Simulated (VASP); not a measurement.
Write the native input for VASP 6.6.1 that does the following.

| Property | Result |
| --- | --- |
| Task | single point |
| Functional | PBE |
| Potentials or basis | VASP PAW PBE potentials, release 64 (Pt, Mn_pv) |
| Cutoff | 520 eV |
| k mesh | 11 × 11 × 4 |
| Occupations | fermi-dirac, width 0.05 eV |
| Spin | collinear spin, ferromagnetic start |
| Starting moments | [0.0, 0.0, 4.0] μB |
| Further INCAR settings | ALGO = Normal; EDIFF = 1e-07; NBANDS = 28 |

The structure of MnPt2 lies in POSCAR:

```
MnPt2
1.0
    2.8584044518      0.0000000000      0.0000000000
   -1.4292022259      2.4754508696      0.0000000000
    0.0000000000      0.0000000000      6.5325040000
Pt Mn
2 1
Direct
    0.6666666667      0.3333333333      0.3162060000
    0.3333333333      0.6666666667      0.6837940000
    0.0000000000      0.0000000000      0.0000000000
```

The cell comes from a database or a generator and needn't be the stable form of this composition.

The input as run:

INCAR

```
  PREC = Accurate
  ENCUT = 520
  EDIFF = 1E-7
  ISMEAR = -1
  SIGMA = 0.05
  LREAL = False
  LASPH = True
  NELM = 100
  ALGO = Normal
  ISIF = 2
  LWAVE = False
  LCHARG = False
  ISPIN = 2
  MAGMOM = 0 0 4
  LORBIT = 11
  LMAXMIX = 4
  GGA = PE
  NBANDS = 28
```

KPOINTS

```
regular mesh
0
Gamma
  11 11 4
```

Potentials or basis: VASP PAW PBE potentials, release 64 (Pt, Mn_pv).

Command:

```console
$ cat potpaw_PBE.64/Pt/POTCAR potpaw_PBE.64/Mn_pv/POTCAR > POTCAR
$ mpirun -np 1 vasp_std > vasp.out
```

It gave:

```json
{
 "Pressure": "-0.6 GPa",
 "Largest force": "0.034 eV/Å",
 "Band gap on the k mesh": "none (metal or under the smearing width)",
 "Net moment": "4.56 μB per cell",
 "Site moments": "Pt +0.31; Mn +3.77 μB",
 "Valence electrons inside the program's atomic spheres": "Pt 9.23; Mn 11.55"
}
```

Wall time 3.4 min on 1 thread of AMD EPYC 7R13 Processor (Zen 3), with other jobs on the host, peak memory 0.24 GiB.
